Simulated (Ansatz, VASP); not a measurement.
## Cross-check of WAu (Au-W stack, (100) layers) between VASP and Ansatz

Wanted: the spread between two codes on one cell, functional and k mesh. The structure shown is the start of the Ansatz relaxation below; VASP solves that cell, so the two are compared at the walk's first step.

Program: Ansatz 0.2.0. Level of theory: plane waves, with VASP 6.6.1 beside it; PBE. Results are calculated unless marked as measured.

### Step 1. The starting structure

The cell holds 2 atoms: 1 Au and 1 W. Cell: a = 2.815 Å, b = 2.815 Å, c = 27.781 Å, α = 90.0°, β = 90.0°, γ = 90.0°. It derives from WAu. Vacuum lies along c. The height across the vacuum is the one that the program set for its solve, not the one typed.

### Step 2. Ansatz: relaxation, PBE

Ansatz runs on its default PAW (the set named soft_2) files.

The two programs are compared at the cell with which this relaxation starts, whose forces are those of its first step.

Contents of input.yaml:

```yaml
crystal:
  lattice:
    - [2.81524, 0.0, 0.0]
    - [0.0, 2.81524, 0.0]
    - [0.0, 0.0, 12.99068]
  atoms:
    - { symbol: Au, position: [0.0, 0.0, 0.42338061] }
    - { symbol: W, position: [0.5, 0.5, 0.57661939] }
  periodic: [true, true, false]
kpoints:
  mp_grid: { grid: [10, 10, 1] }
hamiltonian:
  xc: pbe
scf:
  occupations: { method: gaussian, width: 0.1 }
output:
  forces: true
  stress: true
  eigenvalues: true
  write_density: true
  write_potential: true
  elf: true
  volumetric_format: npy
relax:
  adjacent_minimum: "off"
  f_tol: 0.005
  max_steps: 80
  cell: { stress_2d_tol: 0.02 }
```

On the command line:

```bash
ansatz run input.yaml --threads 4 --pin off --max-ram 16384MiB --backend cpu --events-out ev --progress --plain --runs-dir out
```

Numbers of over 12 decimals in the logs are rounded to 6 here.

Output:

```text
Warning: crystal.periodic: the lattice vector that does not repeat stood 0.000° off the slab's normal, 12.991 Å along it as the deck builds it. The run solves the slab on a vector along the normal, 27.781 Å long, with every atom where it was (on the deck's vector they left 11.00 Å outside them, and the widest stretch free of ions among them is 1.99 Å). A fractional position that the run reports is one of the run's ce [...]
crystal.periodic: the lattice vector that does not repeat stood 0.000° off the slab's normal, 12.991 Å along it as the deck builds it. The run solves the slab on a vector along the normal, 27.781 Å long, with every atom where it was (on the deck's vector they left 11.00 Å outside them, and the widest stretch free of ions among them is 1.99 Å). A fractional position that the run reports is one of the run's cell, which [...]
Engine: ansatz 0.2.0, aarch64-unknown-linux-gnu
Pseudopotentials: kind: paw
Pseudopotential: Au, paw, valence charge 19, recommended cutoff 420 eV (normal), Au.paw.azcp
Pseudopotential: W, paw, valence charge 14, recommended cutoff 420 eV (normal), W.paw.azcp
Functional definition: PBE
  parameter kappa = 0.804
  parameter beta = 0.066725
  exchange = pbe_x(kappa = kappa, mu = beta*pi^2/3)
  correlation = pbe_c(beta = beta)
Crystal: 2 atoms, lattice volume = 220.183 Å³
Basis set: ecut = 420 eV, 4361 PW (Γ), exchange–correlation on 40×40×384 points (8 copies of the dense FFT grid, shifted against one another)
Bands: 21, of which v1, the nominal top of the filled ones, is band 17 counted from 1 (16 counted from 0)
Symmetry: 8 space group operations
Space group: P4mm (ITA 99), of the structure as read, at distance tolerance 6.0e-5 Å
k-points: 21 of 100
Non-local potential: Au, projectors of the file, l = 0: 3, l = 1: 2, l = 2: 2, l = 3: 1
Non-local potential: W, projectors of the file, l = 0: 3, l = 1: 2, l = 2: 2, l = 3: 1
PAW form: soft (Blöchl's): semilocal exchange-correlation on the pseudo side does not see the compensation charge
PAW one-centre angular grid: Au, 590 points (default); XC on 64 Gauss nodes
PAW one-centre angular grid: W, 590 points (default); XC on 64 Gauss nodes
Initial density: superposition of atomic densities (neutral atoms: chi_scale 0, normalization atom), corrected by the library's trained network
Initial wavefunctions: pseudopotential atomic-orbital guess
Functional: x = pbe(κ = 0.804, μ = 0.219515), c = pbe(β = 0.066725)
SCF iter   1: F=—  HF=-23531.207334 eV  |F-HF|=—  |Δ(HF+E_count)|=         —  Δρ=2.74e-3  dr2=1.60e-2  ethr=1.77e-3  ⟨swp⟩=13.5  Hψ=3703  notcnv=0
preconditioner: auto → LDOS  [metal: Δε(μ)=0.044 eV  Ē_g=6.232 eV  σ=0.100 eV  W_gap=0.24  n_scr=16 (ndim 8)  ℏωp=10.3 eV  f_vac=0.767  D(μ)=2.46/eV (n_scr^D=12)  β→1.0]
SCF iter   2: F=—  HF=-23531.212418 eV  |F-HF|=—  |Δ(HF+E_count)|=   5.08e-3  Δρ=8.38e-4  dr2=4.45e-3  ethr=4.84e-5  ⟨swp⟩=3.5  Hψ=1246  notcnv=0  defer=5
SCF iter   3: F=—  HF=-23531.212203 eV  |F-HF|=—  |Δ(HF+E_count)|=   2.15e-4  Δρ=3.60e-4  dr2=7.28e-4  ethr=1.35e-5  ⟨swp⟩=3.4  Hψ=896  notcnv=0  defer=5
[...]
iter 1 solved again at ethr=6.55e-7 eV; its pass at ethr=3.10e-3 eV (dr2=2.16e-4 eV) is discarded
SCF iter   1: F=—  HF=-23531.400095 eV  |F-HF|=—  |Δ(HF+E_count)|=         —  Δρ=2.30e-4  dr2=2.29e-4  ethr=6.55e-7  ⟨swp⟩=4.1  Hψ=2955  notcnv=0
preconditioner: auto → LDOS  [metal: Δε(μ)=0.091 eV  Ē_g=6.604 eV  σ=0.100 eV  W_gap=0.48  n_scr=16 (ndim 8)  ℏωp=10.9 eV  f_vac=0.763  D(μ)=2.04/eV (n_scr^D=12)  β→1.0]
SCF iter   2: F=—  HF=-23531.400066 eV  |F-HF|=—  |Δ(HF+E_count)|=   2.88e-5  Δρ=1.15e-4  dr2=1.49e-4  ethr=6.55e-7  ⟨swp⟩=3.3  Hψ=824  notcnv=0
SCF iter   3: F=—  HF=-23531.400065 eV  |F-HF|=—  |Δ(HF+E_count)|=   8.38e-7  Δρ=4.86e-5  dr2=1.03e-5  ethr=4.50e-7  ⟨swp⟩=2.8  Hψ=723  notcnv=0
SCF iter   4: F=—  HF=-23531.400053 eV  |F-HF|=—  |Δ(HF+E_count)|=   1.21e-5  Δρ=1.49e-5  dr2=1.70e-6  ethr=3.12e-8  ⟨swp⟩=3.1  Hψ=844  notcnv=0
SCF iter   5: F=-23531.400053 eV  HF=-23531.400053 eV  |F-HF|=5.87e-9  |Δ(HF+E_count)|=   3.91e-8  Δρ=4.80e-6  dr2=9.32e-8  ethr=4.04e-10  ⟨swp⟩=19.4  Hψ=5524  notcnv=0
SCF 5 converged in 5 iterations: F = -23531.400053 eV  dr2 = 9.32e-8
relax step   5: F+E_penalty+E_count = -23531.40005337 eV  Δ(F+E_penalty+E_count) = -2.150e-4 eV  max|allowed force component| = 9.201e-4 eV/Å  Δτ_max = 0.0038 Å  P = +0.011 N/m  Ω = 198.001 Å³  energy of the carried Pulay correction = +1.325e-3 eV  fix = [c, alpha, beta]  reactions: c +0.000 N/m  (5 SCF iters, dr2 threshold 1.33e-7 eV, accepted)
Basis set: ecut = 420 eV, 3873 PW (Γ), exchange–correlation on 36×36×384 points (8 copies of the dense FFT grid, shifted against one another)
Initial wavefunctions: pseudopotential atomic-orbital guess (no wavefunctions were taken with the density)
iter 1 solved again at ethr=2.21e-6 eV; its pass at ethr=3.10e-3 eV (dr2=7.28e-4 eV) is discarded
SCF iter   1: F=—  HF=-23531.398795 eV  |F-HF|=—  |Δ(HF+E_count)|=         —  Δρ=1.18e-4  dr2=4.27e-6  ethr=2.21e-6  ⟨swp⟩=5.2  Hψ=5355  notcnv=0
eigensolver tolerance schedule: the retry pair's looser diagonalisation over-reported the residual by 169.72 of it (diagonalisation noise at 0.14 of the residual, at the tolerance the schedule requests for it); recorded, not acted on — ethr = c·dr2/N_el stays at c = 1.0e-1
preconditioner: auto → LDOS  [metal: Δε(μ)=0.092 eV  Ē_g=6.600 eV  σ=0.100 eV  W_gap=0.48  n_scr=16 (ndim 8)  ℏωp=10.9 eV  f_vac=0.763  D(μ)=2.03/eV (n_scr^D=12)  β→1.0]
SCF iter   2: F=—  HF=-23531.398770 eV  |F-HF|=—  |Δ(HF+E_count)|=   2.48e-5  Δρ=2.45e-5  dr2=9.76e-7  ethr=1.29e-8  ⟨swp⟩=4.1  Hψ=1218  notcnv=0
SCF iter   3: F=—  HF=-23531.398773 eV  |F-HF|=—  |Δ(HF+E_count)|=   2.83e-6  Δρ=1.13e-5  dr2=4.73e-7  ethr=2.96e-9  ⟨swp⟩=3.0  Hψ=967  notcnv=0
SCF iter   4: F=—  HF=-23531.398773 eV  |F-HF|=—  |Δ(HF+E_count)|=   3.86e-8  Δρ=4.30e-6  dr2=4.41e-8  ethr=1.43e-9  ⟨swp⟩=3.2  Hψ=773  notcnv=0
SCF iter   5: F=—  HF=-23531.398773 eV  |F-HF|=—  |Δ(HF+E_count)|=   1.19e-8  Δρ=6.12e-7  dr2=1.93e-9  ethr=1.34e-10  ⟨swp⟩=3.1  Hψ=906  notcnv=0
SCF iter   6: F=—  HF=-23531.398773 eV  |F-HF|=—  |Δ(HF+E_count)|=   1.77e-9  Δρ=1.65e-7  dr2=1.06e-10  ethr=5.84e-12  ⟨swp⟩=3.7  Hψ=876  notcnv=0
SCF iter   7: F=—  HF=-23531.398773 eV  |F-HF|=—  |Δ(HF+E_count)|=  5.35e-10  Δρ=4.20e-8  dr2=2.97e-12  ethr=1.00e-12  ⟨swp⟩=2.4  Hψ=676  notcnv=0
SCF iter   8: F=-23531.398773 eV  HF=-23531.398773 eV  |F-HF|=4.73e-11  |Δ(HF+E_count)|=  3.24e-10  Δρ=1.58e-8  dr2=4.23e-13  ethr=1.00e-12  ⟨swp⟩=14.9  Hψ=3471  notcnv=0
SCF 6 converged in 8 iterations: F = -23531.398773 eV  dr2 = 4.23e-13
relax step   6: F+E_penalty+E_count = -23531.39877289 eV  Δ(F+E_penalty+E_count) = +1.280e-3 eV  max|allowed force component| = 1.189e-3 eV/Å  Δτ_max = 0.0000 Å  P = +0.009 N/m  Ω = 198.001 Å³  fix = [c, alpha, beta]  reactions: c +0.000 N/m  stress off target by 8.76e-3 N/m on what of the cell is left free  SCF on the basis re-selected at this cell (its energy is not comparable with the rows above)  (8 SCF iters)
basis re-selected at this cell: Δ(F+E_penalty+E_count) = +1.280e-3 eV, ΔP = -0.003 N/m vs the last step (what re-selecting the basis moved, of the pressure what is left beyond the Pulay correction that the steps carried, after the strain that the cell walked since its last selection, with what the two solves' SCF thresholds leave and, on support functions, any second-order correction that the steps lacked; it is no measure of the basis error at this ecutwfc). The dense FFT grid was sized anew with the basis: this SCF ran on 18×18×192 points, the steps before it on 20×20×192, so part of this shift can come from that change (see relax.cell in the input reference). [rest of the remark cut]
WARN: The output density's exchange-correlation potential varies sharply where the density is thin. Do not read a vacuum level from v_tot or v_xc, or from such a field of the output density. On a cell that repeats whose density bears no net charge and no dipole along the vacuum's axis use v_es (v_loc + v_h of the components); under efield.dipole_correction with no amplitude use v_es + v_field, which holds any externa [...]
SCF converged after 8 iterations
Free energy (F): -23531.398773 eV
Harris-Foulkes:  -23531.398773 eV  (|F-HF|=4.73e-11)
Internal energy: -23531.388645 eV  (E = F + TS)
E sigma→0 (E₀):  -23531.393709 eV
Entropy (-TS):   -0.010128 eV (-5.064 meV/atom)
Fermi energy:    -5.030108 eV
--- Per-component energies (eV) ---
  E_band       = -1158.438030
  E_kinetic    = 1051.875334
  E_local      = -79867.153549  (includes V_loc(G=0)·N_el)
  E_nonlocal   = 75.804894
  E_hartree    = 39289.009023
  E_xc         = -492.465939
  E_vxc        = -510.729814  (∫ρ·V_xc dr)
  E_paw        = -18269.026088  (= ΣΔE_a)
  E_vpaw       = -486.254274  (= ΣTr[D̂ρ^β])
  E_aug_tail   = 0.001354  (compensation charges beyond the density's cutoff)
  E_ewald      = 34680.566326
  E_smearing   = -0.010128  (= −TS)
  E_closure    = -0.000000  (closes the sum)
  Σ components = -23531.398773   (vs F -23531.398773, Δ=0.00e0)
--- Forces (eV/Å), atoms counted from 1 ---
  atom   1  Au     0.00000000     0.00000000    -0.00118912
  atom   2  W     -0.00000000     0.00000000     0.00118893
  max |Σ_I F_I| component: 1.86e-7 eV/Å
--- 2D stress c σ (N/m, compression-positive) ---
        0.008755       0.000000      -0.000000
        0.000000       0.008755       0.000000
       -0.000000       0.000000       0.000000
  P = ½ c Tr σ = 0.0088 N/m
--- Band table (eV; the first three rows and the last of 21) ---
  k-point 0: bands = [... 13 lower, -8.1631, -8.1631, -7.0626, -6.0650, -4.5194, -2.2813, -2.2813, -0.4388]
  k-point 1: bands = [... 13 lower, -8.1367, -8.0869, -7.2506, -5.8040, -4.7396, -2.2259, -2.0728, -0.6648]
  k-point 2: bands = [... 13 lower, -8.0732, -7.7034, -7.0938, -5.6518, -4.8037, -2.0912, -1.6373, -1.4050]
  k-point 20: bands = [... 13 lower, -5.8673, -5.8673, -5.7106, -3.2613, -0.0961, -0.0961, 2.2480, 2.5951]
--- Relaxed structure (5 steps of the walk, 5 accepted, 1 SCFs on fresh bases) ---
  F+E_penalty+E_count = -23531.39877289 eV   max|allowed force component| = 1.189e-3 eV/Å   (the final SCF, on the basis selected at the relaxed cell)
  cell:  # Å, volume = 198.0005 Å³
    - [2.669663, 0, 0]
    - [0, 2.669663, 0.0]
    - [0, 0.0, 27.781352]
  atoms:
    - { symbol: Au, position: [0, 0, 0.194155] }
    - { symbol: W, position: [0.5, 0.5, 0.273449] }
```

### Step 3. VASP: single point, PBE, start cell

The same cell, functional, mesh and smearing now go to VASP, with its own data sets.

Lines of VASP's logs that name or quote its potential files are left out, and so is its time.

Contents of INCAR:

```
SYSTEM = WAu
PREC = Accurate
ENCUT = 520
EDIFF = 1E-06
NELM = 120
ISMEAR = 0
SIGMA = 0.1
LREAL = .FALSE.
ALGO = Normal
GGA = PE
NBANDS = 14
LASPH = .TRUE.
LORBIT = 11
LWAVE = .FALSE.
LCHARG = .FALSE.
ISIF = 2
LDIPOL = .TRUE.
IDIPOL = 3
DIPOL = 0.5 0.5 0.234
LVHAR = .TRUE.
GGA_COMPAT = .FALSE.
NELMDL = -8
KPAR = 2
```

Contents of POSCAR:

```
WAu
1.0
    2.8152400000      0.0000000000      0.0000000000
    0.0000000000      2.8152400000      0.0000000000
    0.0000000000      0.0000000000     27.7813520000
Au W
1 1
Direct
    0.0000000000      0.0000000000      0.1979745982
    0.5000000000      0.5000000000      0.2696297142
```

Contents of KPOINTS:

```
Automatic mesh
0
Gamma
10 10 1
0 0 0
```

Potentials, in the order of the species: Au and W (PBE family, release 64).

On the command line:

```bash
mpirun -np 2 vasp_std
```

Output:

```text
[banner, memory and clock lines left out]
running    2 mpi-ranks, on    1 nodes
 distrk:  each k-point on    1 cores,    2 groups
 distr:  one band on    1 cores,    1 groups

 POSCAR found type information on POSCAR AuW
 POSCAR found :  2 types and       2 ions
 LDA part: xc-table for (Slater+PW92), standard interpolation
 POSCAR, INCAR and KPOINTS ok, starting setup
 FFT: planning ... GRIDC
 FFT: planning ... GRID_SOFT
 FFT: planning ... GRID
 WAVECAR not read
 entering main loop
       N       E                     dE             d eps       ncg     rms          rms(c)
DAV:   1     0.106828044921E+03    0.10683E+03   -0.52927E+03   588   0.844E+02
DAV:   2    -0.593160732129E+01   -0.11276E+03   -0.10374E+03   972   0.159E+02
DAV:   3    -0.143107063322E+02   -0.83791E+01   -0.80509E+01   774   0.514E+01
DAV:   4    -0.144572611903E+02   -0.14655E+00   -0.14571E+00   782   0.778E+00
DAV:   5    -0.144596385098E+02   -0.23773E-02   -0.23762E-02   762   0.922E-01
DAV:   6    -0.144597190101E+02   -0.80500E-04   -0.80500E-04   842   0.148E-01
DAV:   7    -0.144597212819E+02   -0.22718E-05   -0.22717E-05   810   0.221E-02
DAV:   8    -0.144597213804E+02   -0.98452E-07   -0.98575E-07   718   0.434E-03    0.155E+01
DAV:   9    -0.135899852865E+02    0.86974E+00   -0.32857E+00   696   0.185E+01    0.987E+00
DAV:  10    -0.141122249554E+02   -0.52224E+00   -0.47010E+00   804   0.181E+01    0.404E+00
DAV:  11    -0.134047909439E+02    0.70743E+00   -0.41078E+00   782   0.229E+01    0.302E+00
DAV:  12    -0.132813890878E+02    0.12340E+00   -0.38072E-01   690   0.565E+00    0.932E-01
DAV:  13    -0.132683477769E+02    0.13041E-01   -0.61178E-02   732   0.221E+00    0.237E-01
DAV:  14    -0.132685564069E+02   -0.20863E-03   -0.61759E-03   742   0.692E-01    0.158E-01
[...]
DAV:  20    -0.132683449724E+02   -0.17020E-04   -0.24364E-06   616   0.100E-02    0.349E-03
DAV:  21    -0.132683546104E+02   -0.96380E-05   -0.15680E-06   546   0.112E-02    0.377E-03
DAV:  22    -0.132683597246E+02   -0.51142E-05   -0.31708E-07   546   0.387E-03    0.158E-03
DAV:  23    -0.132683647689E+02   -0.50444E-05   -0.26093E-07   510   0.370E-03    0.797E-04
DAV:  24    -0.132683675845E+02   -0.28155E-05   -0.93034E-08   516   0.175E-03    0.141E-03
DAV:  25    -0.132683686944E+02   -0.11099E-05   -0.49358E-08   504   0.175E-03    0.200E-04
DAV:  26    -0.132683697214E+02   -0.10270E-05   -0.26700E-08   486   0.806E-04    0.885E-05
DAV:  27    -0.132683702359E+02   -0.51448E-06   -0.86320E-09   498   0.321E-04
   1 F= -.13268370E+02 E0= -.13262374E+02  d E =-.119929E-01
```

(Part 1 of 2 ends here.)

[Lines on the potential files, build, host, timing and source positions are cut from VASP's logs without a mark.]

[Logs are printed without paths, hosts, clocks, repeated set-up lines and the standing remarks that a program may print on its own settings, such as how far it seeks lower states.]

[Hosts, paths, dates, database ids (printed as entryN), source tags and the programs' standing remarks are cut or masked in the printed files.]
